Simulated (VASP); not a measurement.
Calculation: PW91 GGA, VASP's PBE PAW potentials (set 64) (plane waves; VASP 6.6.1).

The input files of a VASP run:

POSCAR:
```
NaCl
1
    0.0000000000     2.8430778326     2.8430778326
    2.8430778326     0.0000000000     2.8430778326
    2.8430778326     2.8430778326     0.0000000000
Na Cl
1 1
Direct
  0.0000000000   0.0000000000   0.0000000000
  0.5000000000   0.5000000000   0.5000000000
```

**INCAR**
```
ISMEAR  =  0   # Gaussian
SYSTEM  =  NaCl
LASPH  =  .True.   # aspherical one-centre terms
ISIF  =  2
LCHARG  =  .False.
LREAL  =  .False.
SIGMA  =  0.05   # width (eV)
PREC  =  Accurate
NELM  =  100
ALGO  =  Normal   # blocked Davidson
LWAVE  =  .False.
ENCUT  =  520   # plane-wave cut-off (eV)
GGA  =  91   # PW91
EDIFF  =  1E-7
```

File KPOINTS:
```
Automatic mesh
0
Gamma
8 8 8
0 0 0
```

POTCAR, in this order: Na_pv Cl (PBE.64 set). Program: vasp_std.

Output

File OSZICAR:
```
       N       E                     dE             d eps       ncg     rms          rms(c)
DAV:   1     0.925034171458E+02    0.92503E+02   -0.75064E+03   638   0.127E+03
DAV:   2     0.116851458751E+01   -0.91335E+02   -0.84689E+02   747   0.266E+02
DAV:   3    -0.686706526415E+01   -0.80356E+01   -0.79918E+01   779   0.819E+01
DAV:   4    -0.703603269300E+01   -0.16897E+00   -0.16881E+00   730   0.131E+01
DAV:   5    -0.704010843893E+01   -0.40757E-02   -0.40752E-02   808   0.201E+00    0.209E+00
DAV:   6    -0.683974401192E+01    0.20036E+00   -0.40535E-01   728   0.404E+00    0.153E+00
DAV:   7    -0.682752813142E+01    0.12216E-01   -0.90900E-02   754   0.199E+00    0.104E+00
DAV:   8    -0.683320329096E+01   -0.56752E-02   -0.94414E-03   665   0.106E+00    0.239E-01
DAV:   9    -0.683314177832E+01    0.61513E-04   -0.20843E-04   788   0.140E-01    0.133E-01
DAV:  10    -0.683327382366E+01   -0.13205E-03   -0.30482E-04   662   0.158E-01    0.449E-02
DAV:  11    -0.683326694003E+01    0.68836E-05   -0.19796E-05   749   0.444E-02    0.820E-03
DAV:  12    -0.683326733491E+01   -0.39488E-06   -0.14319E-06   683   0.131E-02    0.119E-03
DAV:  13    -0.683326766946E+01   -0.33455E-06   -0.22275E-07   707   0.357E-03    0.234E-03
DAV:  14    -0.683326753282E+01    0.13664E-06   -0.39439E-08   409   0.121E-03    0.273E-04
DAV:  15    -0.683326753058E+01    0.22433E-08   -0.20675E-09   358   0.529E-04
   1 F= -.68332675E+01 E0= -.68332675E+01  d E =-.379522E-11
```

OUTCAR:
```
------------------------ aborting loop because EDIFF is reached ----------------------------------------
  FORCE on cell =-STRESS in cart. coord.  units (eV):
  Direction    XX          YY          ZZ          XY          YZ          ZX
  --------------------------------------------------------------------------------------
  Total        0.0195441      0.0195441      0.0195441     -0.0000000     -0.0000000      0.0000000
  in kB        0.6812851      0.6812851      0.6812851     -0.0000000     -0.0000000      0.0000000
  external PRESSURE =       0.6812851 kB  Pullay stress =       0.0000000 kB
  volume of cell :       45.96
      direct lattice vectors                 reciprocal lattice vectors
     0.000000000  2.843077833  2.843077833    -0.175865745  0.175865745  0.175865745
     2.843077833  0.000000000  2.843077833     0.175865745 -0.175865745  0.175865745
     2.843077833  2.843077833  0.000000000     0.175865745  0.175865745 -0.175865745
  FREE ENERGIE OF THE ION-ELECTRON SYSTEM (eV)
  ---------------------------------------------------
  free  energy   TOTEN  =        -6.8332675306 eV

  energy  without entropy=       -6.8332675306  energy(sigma->0) =       -6.83326753
```
(Selected blocks of OUTCAR.)

File OUTCAR:
```
 val. band max:       -0.9263145783   @ k =   0.0000   0.0000   0.0000

 cond. band min:       4.1079931275   @ k =   0.0000   0.0000   0.0000


 Fermi energy:        -0.7165882765

 k-point     1 :       0.0000    0.0000    0.0000
  band No.  band energies     occupation
      1     -21.8496      2.00000
      2     -21.8496      2.00000
      3     -21.8496      2.00000
      4     -13.5025      2.00000
      5      -0.9263      2.00000
      6      -0.9263      2.00000
      7      -0.9263      2.00000
      8       4.1080      0.00000
      9      10.1699      0.00000
     10      10.1699      0.00000
     11      10.1699      0.00000

 k-point     2 :       0.1250    0.0000    0.0000
  band No.  band energies     occupation
      1     -21.8534      2.00000
      2     -21.8499      2.00000
      3     -21.8499      2.00000
      4     -13.4587      2.00000
      5      -1.2797      2.00000
      6      -0.9648      2.00000
      7      -0.9648      2.00000
      8       4.5920      0.00000
      9       9.6265      0.00000
     10      10.3553      0.00000
     11      10.3553      0.00000

 k-point     3 :       0.2500    0.0000    0.0000
  band No.  band energies     occupation
      1     -21.8624      2.00000
      2     -21.8506      2.00000
      3     -21.8506      2.00000
      4     -13.3501      2.00000
      5      -1.9790      2.00000
      6      -1.0550      2.00000
      7      -1.0550      2.00000
      8       5.5613      0.00000
      9       9.0347      0.00000
     10      10.4245      0.00000
     11      10.4245      0.00000

 k-point     4 :       0.3750    0.0000    0.0000
  band No.  band energies     occupation
      1     -21.8714      2.00000
      2     -21.8513      2.00000
      3     -21.8513      2.00000
      4     -13.2372      2.00000
      5      -2.5571      2.00000
      6      -1.1415      2.00000
      7      -1.1415      2.00000
      8       6.1852      0.00000
      9       9.1868      0.00000
...
```

The compound is NaCl in the rock salt structure. It was relaxed first.
